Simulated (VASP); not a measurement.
```yaml
crystal:
  lattice:
    - [0.00000, 2.80230, 2.80230]
    - [2.80230, 0.00000, 2.80230]
    - [2.80230, 2.80230, 0.00000]
  atoms:
    - { symbol: In, position: [0.50000, 0.50000, 0.50000] }
    - { symbol: As, position: [0.00000, 0.00000, 0.00000] }
```

The numbers are results of LDA (Ceperley-Alder, Perdew-Zunger), VASP's LDA PAW potentials (set 64) (plane waves; VASP), not measurements. Numerical set-up: 400 eV cut-off, Gaussian smearing of 0.050 eV, potentials In_d As.

Q: Give the energies of bands 7 to 12 at the high-symmetry points, in eV from the Fermi level.

A: 
| band | Γ | X | U | L | W |
|---|---|---|---|---|---|
| 7 | -0.21 | -5.13 | -5.37 | -6.93 | -5.01 |
| 8 | -0.20 | -2.95 | -4.55 | 0.29 | -4.04 |
| 9 | -0.20 | -2.44 | -1.73 | 0.29 | -4.04 |
| 10 | -0.20 | -2.44 | -0.09 | 2.18 | 2.49 |
| 11 | 7.36 | 3.83 | 5.64 | 3.28 | 4.25 |
| 12 | 7.36 | 9.75 | 7.10 | 3.28 | 7.00 |

It has no gap at this level: it comes out as a metal or semimetal.

The structure comes from a computed database's InAs entry (Fm-3m); how it stands against other phases isn't given here. It was relaxed first, which changed the volume by -8 %.
